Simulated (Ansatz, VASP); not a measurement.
# Cu: VASP beside Ansatz

Wanted: the spread between two codes on one cell, functional and k mesh. The structure shown is the end of the Ansatz relaxation below.

Program: Ansatz 0.2.0. Level of theory: plane waves, with VASP 6.6.1 beside it; single point at PBEsol. Results are calculated unless marked as measured.

## Step 1: Set-up

It takes space group R-3m (No. 166, trigonal). Conventional cell: a = 2.570 Å, b = 2.570 Å, c = 6.079 Å, α = 90.00°, β = 90.00°, γ = 120.00°. Nearest to Cu lie 12 Cu at 2.51 to 2.57 Å.

## Step 2: Ansatz: relaxation, PBEsol

Ansatz runs on its PAW soft_1 files.

This run makes the geometry at which the two programs are then compared.

File input.yaml:

```yaml
crystal:
  lattice:
    - [2.56954524, 0.0, 0.0]
    - [-1.28477262, 2.225291454, 0.0]
    - [0.0, 0.0, 6.096613068]
  atoms:
    - { symbol: Cu, position: [0.0, 0.0, 0.0] }
    - { symbol: Cu, position: [0.3333333, 0.6666667, 0.3333333] }
    - { symbol: Cu, position: [0.6666667, 0.3333333, 0.6666667] }
kpoints:
  mp_grid: { grid: [19, 19, 7] }
scf:
  occupations: { method: fermi_dirac, width: 0.05 }
hamiltonian:
  xc: pbesol
  pseudopotentials: { kind: paw, azcp: { folder: soft_1 }, xc_functional: pbe }
basis:
  ecutwfc: 600
output:
  forces: true
  stress: true
relax:
  f_tol: 0.005
  max_steps: 70
  cell: { stress_tol: 0.02, p_target: 0, fix: [a, b, alpha, beta, gamma] }
```

Run with:

```sh
ansatz run input.yaml --threads 4 --pin off --max-ram 10240MiB --backend cpu --events-out ev --progress --plain --runs-dir out
```

Numbers of over 12 decimals in the logs are rounded to 6 here.

Output:

```text
Engine: ansatz 0.2.0, x86_64-unknown-linux-gnu
Pseudopotentials: kind: paw
Pseudopotential: Cu, paw, valence charge 19, recommended cutoff 420 eV (normal), soft_1/Cu.paw.azcp
Functional definition: PBEsol
  exchange = pbesol_x
  correlation = pbesol_c
Crystal: 3 atoms, lattice volume = 34.860 Å³
Basis set: ecut = 600 eV, 1153 PW (Γ), exchange–correlation on 48×48×100 points (8 copies of the dense FFT grid, shifted against one another)
Bands: 35, of which v1, the nominal top of the filled ones, is band 29 counted from 1 (28 counted from 0)
Symmetry: 36 space group operations
Space group: R-3m (ITA 166), of the structure as read, at distance tolerance 3.3e-5 Å
k-points: 250 of 2527
Non-local potential: Cu, projectors of the file, l = 0: 3, l = 1: 2, l = 2: 3, l = 3: 1
PAW form: soft (Blöchl's): semilocal exchange-correlation on the pseudo side does not see the compensation charge
PAW frozen core: Cu, regenerated for the run's functional, and the local potential with it (the file was generated under x = pbe(κ = 0.804, μ = 0.219515), c = pbe(β = 0.066725))
PAW one-centre angular grid: Cu, 590 points (default); XC on 64 Gauss nodes
Initial density: superposition of atomic densities (chi_scale 0.1, normalization cell)
Initial wavefunctions: pseudopotential atomic-orbital guess
Functional: x = pbesol(κ = 0.804, μ = 0.123457), c = pbesol(β = 0.046)
SCF iter   1: F=—  HF=-19769.612161 eV  |F-HF|=—  |Δ(HF+E_count)|=         —  Δρ=2.95e-1  dr2=1.79e1  ethr=3.10e-3  ⟨swp⟩=5.4  Hψ=29179  notcnv=0  defer=73
preconditioner: auto → Kerker (q_TF=auto, 2.961 Å⁻¹)  [metal: Δε(μ)=0.011 eV  Ē_g=10.310 eV  σ=0.050 eV  W_gap=0.06  n_scr=10 (ndim 8)  ℏωp=36.1 eV  f_vac=0.000  D(μ)=1.17/eV (n_scr^D=4)]
SCF iter   2: F=—  HF=-19766.903562 eV  |F-HF|=—  |Δ(HF+E_count)|=    2.71e0  Δρ=7.99e-2  dr2=1.67e0  ethr=3.10e-3  ⟨swp⟩=2.0  Hψ=18392  notcnv=0  defer=346
SCF iter   3: F=—  HF=-19766.411501 eV  |F-HF|=—  |Δ(HF+E_count)|=   4.92e-1  Δρ=4.87e-2  dr2=6.54e-1  ethr=2.93e-3  ⟨swp⟩=2.0  Hψ=11692  notcnv=0  defer=351
SCF iter   4: F=—  HF=-19766.280846 eV  |F-HF|=—  |Δ(HF+E_count)|=   1.31e-1  Δρ=1.06e-2  dr2=1.81e-2  ethr=1.15e-3  ⟨swp⟩=2.0  Hψ=13147  notcnv=0  defer=358
SCF iter   5: F=—  HF=-19766.321914 eV  |F-HF|=—  |Δ(HF+E_count)|=   4.11e-2  Δρ=2.40e-3  dr2=1.26e-3  ethr=3.18e-5  ⟨swp⟩=2.0  Hψ=18858  notcnv=0  defer=363
SCF iter   6: F=—  HF=-19766.323397 eV  |F-HF|=—  |Δ(HF+E_count)|=   1.48e-3  Δρ=7.73e-4  dr2=1.48e-4  ethr=2.21e-6  ⟨swp⟩=2.0  Hψ=15688  notcnv=0  defer=362
SCF iter   7: F=—  HF=-19766.323395 eV  |F-HF|=—  |Δ(HF+E_count)|=   2.68e-6  Δρ=9.67e-5  dr2=2.53e-6  ethr=2.59e-7  ⟨swp⟩=2.0  Hψ=14981  notcnv=0  defer=362
SCF iter   8: F=—  HF=-19766.323390 eV  |F-HF|=—  |Δ(HF+E_count)|=   4.76e-6  Δρ=1.69e-5  dr2=7.13e-8  ethr=1.75e-10  ⟨swp⟩=3.0  Hψ=33363  notcnv=0
SCF iter   9: F=-19766.323390 eV  HF=-19766.323390 eV  |F-HF|=4.18e-10  |Δ(HF+E_count)|=   1.29e-8  Δρ=2.45e-6  dr2=1.14e-9  ethr=1.25e-10  ⟨swp⟩=2.0  Hψ=25260  notcnv=0
SCF 1 converged in 9 iterations: F = -19766.323390 eV  dr2 = 1.14e-9
  greatest PAW one-centre occupation: 1.000 electrons in one spin orbital (limit 2), on the Cu atom at site 2 (counted from 0), in its partial waves of l = 0
relax step   1: F+E_penalty+E_count = -19766.32338978 eV  Δ(F+E_penalty+E_count) = +0.000e0 eV  max|allowed force component| = 3.026e-27 eV/Å  Δτ_max = 0.0000 Å  P = -4.118 GPa  Ω = 34.860 Å³  fix = [a, b, alpha, beta, gamma]  reactions: a -5.796, b -5.796 GPa  (9 SCF iters, dr2 threshold 1.00e-7 eV, accepted)
[...]
relax step   2: F+E_penalty+E_count = -19766.32354190 eV  Δ(F+E_penalty+E_count) = -1.521e-4 eV  max|allowed force component| = 2.540e-27 eV/Å  Δτ_max = 0.0000 Å  P = -3.941 GPa  Ω = 34.822 Å³  energy of the carried Pulay correction = +3.985e-6 eV  fix = [a, b, alpha, beta, gamma]  reactions: a -5.675, b -5.675 GPa  (6 SCF iters, dr2 threshold 3.00e-7 eV, accepted)
[...]
relax step   3: F+E_penalty+E_count = -19766.32364064 eV  Δ(F+E_penalty+E_count) = -9.874e-5 eV  max|allowed force component| = 2.788e-27 eV/Å  Δτ_max = 0.0000 Å  P = -3.647 GPa  Ω = 34.759 Å³  energy of the carried Pulay correction = +1.053e-5 eV  fix = [a, b, alpha, beta, gamma]  reactions: a -5.474, b -5.474 GPa  (6 SCF iters, dr2 threshold 3.00e-7 eV, accepted)
[...]
relax step   4: F+E_penalty+E_count = -19766.32362915 eV  Δ(F+E_penalty+E_count) = +1.149e-5 eV  max|allowed force component| = 5.643e-27 eV/Å  Δτ_max = 0.0000 Å  P = -3.647 GPa  Ω = 34.759 Å³  fix = [a, b, alpha, beta, gamma]  reactions: a -5.474, b -5.474 GPa  stress off target by 5.58e-3 GPa on what of the cell is left free  SCF on the basis re-selected at this cell (its energy is not comparable with the rows above)  (7 SCF iters)
basis re-selected at this cell: Δ(F+E_penalty+E_count) = +1.149e-5 eV, ΔP = +0.000 GPa vs the last step (what re-selecting the basis moved, of the pressure what is left beyond the Pulay correction that the steps carried, after the strain that the cell walked since its last selection, with what the two solves' SCF thresholds leave and, on support functions, any second-order correction that the steps lacked; it is no m [...]
SCF converged after 7 iterations
Free energy (F): -19766.323629 eV
Harris-Foulkes:  -19766.323629 eV  (|F-HF|=3.64e-12)
Internal energy: -19766.315033 eV  (E = F + TS)
E sigma→0 (E₀):  -19766.319331 eV
Entropy (-TS):   -0.008596 eV (-2.865 meV/atom)
Fermi energy:    16.591709 eV
--- Per-component energies (eV) ---
  E_band       = -1087.865910
  E_kinetic    = 786.456024
  E_local      = -13407.259808  (includes V_loc(G=0)·N_el)
  E_nonlocal   = 2674.885673
  E_hartree    = 5672.844666
  E_xc         = -206.480279
  E_vxc        = -267.638481  (∫ρ·V_xc dr)
  E_paw        = -5336.258179  (= ΣΔE_a)
  E_vpaw       = -2219.999734  (= ΣTr[D̂ρ^β])
  E_aug_tail   = 0.001073  (compensation charges beyond the density's cutoff)
  E_ewald      = -9951.122810
  E_core_change = 0.618608  (= ΣΔE_core)
  E_smearing   = -0.008596  (= −TS)
  E_closure    = 0.000000  (closes the sum)
  Σ components = -19766.323629   (vs F -19766.323629, Δ=0.00e0)
--- Forces (eV/Å), atoms counted from 1 ---
  atom   1  Cu     0.00000000     0.00000000     0.00000000
  atom   2  Cu    -0.00000000     0.00000000     0.00000000
  atom   3  Cu     0.00000000    -0.00000000    -0.00000000
  max |Σ_I F_I| component: 8.47e-27 eV/Å
--- Stress (GPa, compression-positive) ---
       -5.473774      -0.000000       0.000000
       -0.000000      -5.473774      -0.000000
        0.000000      -0.000000       0.005584
  P = ⅓ Tr σ = -3.6473 GPa (-36.473 kbar)
--- Relaxed structure (3 steps of the walk, 3 accepted, 1 SCFs on fresh bases) ---
  F+E_penalty+E_count = -19766.32362915 eV   max|allowed force component| = 5.643e-27 eV/Å   (the final SCF, on the basis selected at the relaxed cell)
  cell:  # Å, volume = 34.7590 Å³
    - [2.569545, 0, 0]
    - [-1.284773, 2.225291, 0]
    - [0, 0, 6.078879]
  atoms:
    - { symbol: Cu, position: [0, 0, 0] }
    - { symbol: Cu, position: [0.333333, 0.666667, 0.333333] }
    - { symbol: Cu, position: [0.666667, 0.333333, 0.666667] }
```

## Step 3: VASP: single point, PBEsol, pair 1

The same cell, functional, mesh and smearing now go to VASP, with its own data sets.

Lines of VASP's logs that name or quote its potential files are left out, and so is its time.

File INCAR:

```
SYSTEM = Cu
PREC = Accurate
ENCUT = 600
EDIFF = 1E-06
NELM = 120
ISMEAR = -1
SIGMA = 0.05
LREAL = .FALSE.
ALGO = Normal
GGA = PS
NBANDS = 22
LASPH = .TRUE.
LORBIT = 11
LWAVE = .FALSE.
LCHARG = .FALSE.
ISIF = 2
GGA_COMPAT = .FALSE.
KPAR = 2
```

File POSCAR:

```
Cu
1.0
    2.5695452400      0.0000000000      0.0000000000
   -1.2847726200      2.2252914540      0.0000000000
    0.0000000000      0.0000000000      6.0788794667
Cu
3
Direct
    1.0000000000      1.0000000000      0.0000000000
    0.3333333333      0.6666666667      0.3333333333
    0.6666666667      0.3333333333      0.6666666667
```

File KPOINTS:

```
Automatic mesh
0
Gamma
19 19 7
0 0 0
```

The projector-augmented-wave data sets are Cu (PBE family, release 64).

Run with:

```sh
mpirun -np 2 vasp_std
```

Output:

```text
[banner, memory and clock lines left out]
running    2 mpi-ranks, on    1 nodes
 distrk:  each k-point on    1 cores,    2 groups
 distr:  one band on    1 cores,    1 groups

 POSCAR found type information on POSCAR Cu
 POSCAR found :  1 types and       3 ions
|                                                                             |
|               ----> ADVICE to this user running VASP <----                  |
|                                                                             |
|     You enforced a specific xc type in the INCAR file but a different       |
|     [... a line on the potential file left out ...]
|     I HOPE YOU KNOW WHAT YOU ARE DOING!                                     |
|                                                                             |

 LDA part: xc-table for (Slater+PW92), standard interpolation
 POSCAR, INCAR and KPOINTS ok, starting setup
 FFT: planning ... GRIDC
 FFT: planning ... GRID_SOFT
 FFT: planning ... GRID
 WAVECAR not read
 entering main loop
       N       E                     dE             d eps       ncg     rms          rms(c)
DAV:   1     0.232473399660E+03    0.23247E+03   -0.16490E+04 11696   0.295E+03
DAV:   2    -0.714454462765E+00   -0.23319E+03   -0.22365E+03 11000   0.385E+02
DAV:   3    -0.159407552055E+02   -0.15226E+02   -0.14031E+02 12466   0.147E+02
DAV:   4    -0.161789950464E+02   -0.23824E+00   -0.23797E+00 13520   0.234E+01
DAV:   5    -0.161819875611E+02   -0.29925E-02   -0.29924E-02 14372   0.238E+00    0.146E+01
DAV:   6    -0.141927569916E+02    0.19892E+01   -0.28401E+01 11842   0.132E+02    0.736E+00
DAV:   7    -0.129424769929E+02    0.12503E+01   -0.51206E+00 12778   0.539E+01    0.821E-01
DAV:   8    -0.129148189895E+02    0.27658E-01   -0.71240E-02 14568   0.402E+00    0.702E-01
DAV:   9    -0.129058741640E+02    0.89448E-02   -0.18753E-02 13416   0.334E+00    0.155E-02
DAV:  10    -0.129059554704E+02   -0.81306E-04   -0.64428E-04 13952   0.321E-01    0.127E-02
DAV:  11    -0.129059562143E+02   -0.74396E-06   -0.15340E-05 15330   0.721E-02    0.175E-03
DAV:  12    -0.129059569895E+02   -0.77512E-06   -0.71024E-07  8870   0.116E-02
   1 F= -.12905957E+02 E0= -.12901717E+02  d E =-.848001E-02
```

Parts of OUTCAR (step 3):

```text
ion  position               nearest neighbor table
   1  0.000  0.000  0.000-   2 2.51   3 2.51   2 2.51   3 2.51   3 2.51   2 2.51
   2  0.333  0.667  0.333-   1 2.51   1 2.51   1 2.51   3 2.51   3 2.51   3 2.51
   3  0.667  0.333  0.667-   1 2.51   1 2.51   1 2.51   2 2.51   2 2.51   2 2.51

  LATTYP: Found a hexagonal cell.
 ALAT       =     2.5695452400
 C/A-ratio  =     2.3657413662

 Subroutine GETGRP returns: Found 12 space group operations
 (whereof 12 operations were pure point group operations)

The static configuration has the point symmetry D_3d.

 Found    250 irreducible k-points:

   k-points           NKPTS =    250   k-points in BZ     NKDIM =    250   number of bands    NBANDS=     22

   dimension x,y,z NGX =    24 NGY =   24 NGZ =   50
   dimension x,y,z NGXF=    48 NGYF=   48 NGZF=  100

   ENCUT  =  600.0 eV  44.10 Ry    6.64 a.u.   5.13  5.13 12.14*2*pi/ulx,y,z

   NELECT =      33.0000    total number of electrons

 k-points in reciprocal lattice and weights: Automatic mesh
   0.00000000  0.00000000  0.00000000       0.000
   0.05263158  0.00000000  0.00000000       0.002
   0.10526316  0.00000000  0.00000000       0.002
   0.15789474 -0.00000000  0.00000000       0.002
   0.21052632 -0.00000000  0.00000000       0.002
   0.26315789  0.00000000  0.00000000       0.002
   0.31578947  0.00000000  0.00000000       0.002
   0.36842105  0.00000000  0.00000000       0.002
   0.42105263 -0.00000000  0.00000000       0.002
[...]
0.36842105  0.26315789  0.42857143       0.005
   0.31578947  0.31578947  0.42857143       0.005

 average (electrostatic) potential at core
       1 -63.3869       2 -63.3869       3 -63.3869

 E-fermi :   7.6600

 k-point     1 :       0.0000    0.0000    0.0000
  band No.  band energies     occupation
    ...
     14       5.4152      2.00000
     15       5.6966      2.00000
     16       5.6966      2.00000
     17       5.6966      2.00000
     18       5.6966      2.00000
     19      17.0946      0.00000
     20      17.0946      0.00000
     21      29.1344      0.00000
     22      29.1413      0.00000

 k-point     2 :       0.0526    0.0000    0.0000
  band No.  band energies     occupation
    ...
     14       5.4186      2.00000
     15       5.5998      2.00000
     16       5.7329      2.00000
     17       5.7851      2.00000
     18       5.9005      2.00000
     19      17.1591      0.00000
     20      17.1605      0.00000
     21      26.9316      0.00000
     22      27.9540      0.00000

 k-point     3 :       0.1053    0.0000    0.0000
  band No.  band energies     occupation
    ...
     14       5.4320      2.00000
     15       5.4998      2.00000
     16       5.8625      2.00000
     17       5.9558      2.00000
     18       6.2387      2.00000
     19      17.3509      0.00000
     20      17.3608      0.00000
     21      24.3626      0.00000
     22      26.4662      0.00000

  Total       -1.0096931     -1.0096931      0.1636942      0.0000000      0.0000000      0.0000000
  in kB      -46.5407400    -46.5407400      7.5453119      0.0000000      0.0000000      0.0000000
  external PRESSURE =     -28.5120560 kB  Pullay stress =       0.0000000 kB

  energy-cutoff  :      600.00
  volume of cell :       34.76
      direct lattice vectors                 reciprocal lattice vectors
     2.569545240  0.000000000  0.000000000     0.389173922  0.224689669  0.000000000
    -1.284772620  2.225291454  0.000000000     0.000000000  0.449379338  0.000000000
     0.000000000  0.000000000  6.078879467     0.000000000  0.000000000  0.164504002

 POSITION                                       TOTAL-FORCE (eV/Angst)
 -----------------------------------------------------------------------------------
      0.00000      0.00000      0.00000        -0.000000      0.000000     -0.000000
     -0.00000      1.48353      2.02629         0.000000     -0.000000      0.000000
      1.28477      0.74176      4.05259         0.000000      0.000000     -0.000000
 -----------------------------------------------------------------------------------
    total drift:                               -0.000000      0.000000     -0.000000

  FREE ENERGIE OF THE ION-ELECTRON SYSTEM (eV)
  ---------------------------------------------------
  free  energy   TOTEN  =       -12.9059569895 eV

  energy  without entropy=      -12.8974769826  energy(sigma->0) =      -12.90171699

 total charge
# of ion       s       p       d       tot
------------------------------------------
    1        0.457   0.400   9.169  10.026
    2        0.457   0.400   9.169  10.026
    3        0.457   0.400   9.169  10.026
--------------------------------------------------
tot          1.372   1.201  27.506  30.079

[... 3 further parts left out ...]
```

The run ends at a pressure of -2.85 GPa.

## Step 4: Side by side

Known differences besides the potentials themselves: the data sets hold 57 valence electrons in Ansatz (on its PAW soft_1 files) and 33 in VASP; Ansatz makes its cores anew for this functional, VASP keeps those of its PBE data sets; Ansatz's pressure holds a Pulay correction, VASP's none. Total energies have different zeros and are not compared.

The two programs side by side:

| quantity | Ansatz | VASP | difference |
| --- | --- | --- | --- |
| pressure (GPa) | -3.65 | -2.85 | -0.80 |

## Step 5: Ansatz: relaxation, PBEsol

This run makes the geometry at which the two programs are then compared. The cell compared in this pair holds 32.57 Å³, against 34.76 Å³ for the pair before.

The structure compared here is the end of the Ansatz relaxation.

input.yaml, the sections that differ from step 2:

```yaml
crystal:
  lattice:
    - [2.44358714, 0.0, 0.0]
    - [-1.22179357, 2.1162085396, 0.0]
    - [0.0, 0.0, 6.281732898]
  atoms:
    - { symbol: Cu, position: [0.0, 0.0, 0.0] }
    - { symbol: Cu, position: [0.3333333, 0.6666667, 0.3333333] }
    - { symbol: Cu, position: [0.6666667, 0.3333333, 0.6666667] }
kpoints:
  mp_grid: { grid: [20, 20, 7] }
output:
  forces: true
  stress: true
  write_density: true
  write_potential: true
  elf: true
  volumetric_format: npy
# scf, hamiltonian, basis, relax: as in step 2
```

Run with:

```sh
ansatz run input.yaml --threads 4 --pin off --max-ram 10240MiB --backend cpu --events-out ev --progress --plain --runs-dir out
```

Output:

```text
[...]
Crystal: 3 atoms, lattice volume = 32.484 Å³
Basis set: ecut = 600 eV, 1081 PW (Γ), exchange–correlation on 40×40×108 points (8 copies of the dense FFT grid, shifted against one another)
Bands: 35, of which v1, the nominal top of the filled ones, is band 29 counted from 1 (28 counted from 0)
Symmetry: 36 space group operations
[...]
k-points: 275 of 2800
[...]
--- Relaxed structure (3 steps of the walk, 3 accepted, 1 SCFs on fresh bases) ---
[...]
cell:  # Å, volume = 32.5732 Å³
    - [2.443587, 0, 0]
    - [-1.221794, 2.116209, 0]
    - [0, 0, 6.299041]
  atoms:
    - { symbol: Cu, position: [0, 0, 0] }
    - { symbol: Cu, position: [0.333333, 0.666667, 0.333333] }
    - { symbol: Cu, position: [0.666667, 0.333333, 0.666667] }
[key lines of the parts left out:]
SCF converged after 6 iterations
Free energy (F): -19766.278299 eV
Fermi energy:    18.019585 eV
P = ⅓ Tr σ = 8.1811 GPa (81.811 kbar)
```

## Step 6: VASP: single point, PBEsol, pair 2

The same cell, functional, mesh and smearing now go to VASP, with its own data sets.

INCAR is that of step 3.

File POSCAR:

```
Cu
1.0
    2.4435871400      0.0000000000      0.0000000000
   -1.2217935700      2.1162085396      0.0000000000
    0.0000000000      0.0000000000      6.2990405378
Cu
3
Direct
    0.0000000000      1.0000000000      0.0000000000
    0.3333333333      0.6666666667      0.3333333333
    0.6666666667      0.3333333333      0.6666666667
```

File KPOINTS:

```
Automatic mesh
0
Gamma
20 20 7
0 0 0
```

Run with:

```sh
mpirun -np 2 vasp_std
```

Output:

```text
[banner, memory and clock lines left out]
running    2 mpi-ranks, on    1 nodes
[...]
[... a notice as in an earlier step ...]

 LDA part: xc-table for (Slater+PW92), standard interpolation
 POSCAR, INCAR and KPOINTS ok, starting setup
[...]
entering main loop
       N       E                     dE             d eps       ncg     rms          rms(c)
DAV:   1     0.232492059129E+03    0.23249E+03   -0.16507E+04 12956   0.302E+03
DAV:   2    -0.426887942968E+00   -0.23292E+03   -0.22306E+03 12100   0.389E+02
DAV:   3    -0.159386855106E+02   -0.15512E+02   -0.14422E+02 13724   0.149E+02
DAV:   4    -0.161806555601E+02   -0.24197E+00   -0.24170E+00 14690   0.236E+01
[...]
DAV:  10    -0.128488817023E+02   -0.62175E-04   -0.54889E-04 15362   0.256E-01    0.830E-03
DAV:  11    -0.128488829326E+02   -0.12303E-05   -0.70757E-06 16460   0.284E-02    0.176E-03
DAV:  12    -0.128488839302E+02   -0.99763E-06   -0.34018E-07  9058   0.758E-03
   1 F= -.12848884E+02 E0= -.12844950E+02  d E =-.786833E-02
```

OUTCAR, selected parts (step 6):

```text
  Total        2.6844084      2.6844084      0.1814743      0.0000000      0.0000000      0.0000000
  in kB      132.0378573    132.0378573      8.9261695      0.0000000      0.0000000      0.0000000
  external PRESSURE =      91.0006281 kB  Pullay stress =       0.0000000 kB

 POSITION                                       TOTAL-FORCE (eV/Angst)
 -----------------------------------------------------------------------------------
      0.00000      0.00000      0.00000         0.000000      0.000000      0.000000
     -0.00000      1.41081      2.09968         0.000000      0.000000      0.000000
      1.22179      0.70540      4.19936        -0.000000     -0.000000     -0.000000
 -----------------------------------------------------------------------------------
    total drift:                               -0.000000      0.000000      0.000000

  FREE ENERGIE OF THE ION-ELECTRON SYSTEM (eV)
  ---------------------------------------------------
  free  energy   TOTEN  =       -12.8488839302 eV

  energy  without entropy=      -12.8410155965  energy(sigma->0) =      -12.84494976

[... 3 further parts left out ...]
[key lines of the parts left out:]
E-fermi :   8.4896
```

The run ends at a pressure of 9.10 GPa.

(Continued in part 2 of 2.)

[Lines on the potential files, build, host, timing and source positions are cut from VASP's logs without a mark.]

[Logs are printed without paths, hosts, clocks, repeated set-up lines and the standing remarks that a program may print on its own settings, such as how far it seeks lower states.]

[Hosts, paths, dates, database ids (printed as entryN), source tags and the programs' standing remarks are cut or masked in the printed files.]
